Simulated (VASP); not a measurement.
An input for Quantum ESPRESSO's pw.x (written as the equivalent of a VASP run, and not itself run):

```
&CONTROL
  calculation = 'vc-relax'
  pseudo_dir = './pseudo'
  outdir = './out'
  tprnfor = .true.
  tstress = .true.
  nstep = 60
  forc_conv_thr = 0.00039
/
&SYSTEM
  ibrav = 0
  nat = 2
  ntyp = 2
  ecutwfc = 84
  occupations = 'smearing'
  smearing = 'methfessel-paxton'
  degauss = 0.00735
  input_dft = 'vdw-df-ob86'
/
&ELECTRONS
  conv_thr = 7.3e-08
  electron_maxstep = 100
/
&IONS
/
&CELL
/
ATOMIC_SPECIES
  V 50.941 V.upf
  N 14.007 N.upf
CELL_PARAMETERS angstrom
     0.0000000    2.0700000    2.0700000
     2.0700000    0.0000000    2.0700000
     2.0700000    2.0700000    0.0000000
ATOMIC_POSITIONS crystal
  V    0.0000000  0.0000000  0.0000000
  N    0.5000000  0.5000000  0.5000000
K_POINTS automatic
  14 14 14 0 0 0
```

Question: Translate this input to VASP (INCAR, KPOINTS, POSCAR, choice of POTCAR).

Answer: One answer among several that fit: 
**INCAR**
```
# general
SYSTEM   = VN
PREC     = Accurate
ENCUT    = 520
LREAL    = .FALSE.
LASPH    = .TRUE.

# electronic loop
EDIFF    = 1E-6
NELM     = 100
ALGO     = Normal
LMAXMIX  = 4

# smearing
ISMEAR   = 1
SIGMA    = 0.1

# functional
GGA      = MK
LUSE_VDW = .TRUE.
AGGAC    = 0.0
PARAM1   = 0.1234
PARAM2   = 1.0

# ions
IBRION   = 2
NSW      = 60
ISIF     = 3
EDIFFG   = -0.01

# output
LWAVE    = .FALSE.
LCHARG   = .FALSE.
```

### POSCAR
```
VN
1.0
  0.0000000000   2.0700000000   2.0700000000
  2.0700000000   0.0000000000   2.0700000000
  2.0700000000   2.0700000000   0.0000000000
V N
1 1
Direct
  0.0000000000   0.0000000000   0.0000000000
  0.5000000000   0.5000000000   0.5000000000
```

### KPOINTS
```
K-points
0
gamma
 14 14 14
```

POTCAR, in this order: V_sv N (PBE.64 set). Program: vasp_std.

The two are equivalent in intent, not identical: the potentials are each code's own (VASP's PAW set, PseudoDojo norm-conserving files in pw.x), so ENCUT and ecutwfc are chosen apart and not converted; conv_thr bounds pw.x's estimated SCF error, while EDIFF bounds the energy change between steps; forc_conv_thr acts on force components and is met together with etot_conv_thr.

The compound is VN in the rock salt structure, which distorts at low temperature. This run relaxes it. Symmetry was kept, so distortions that lower it aren't found.
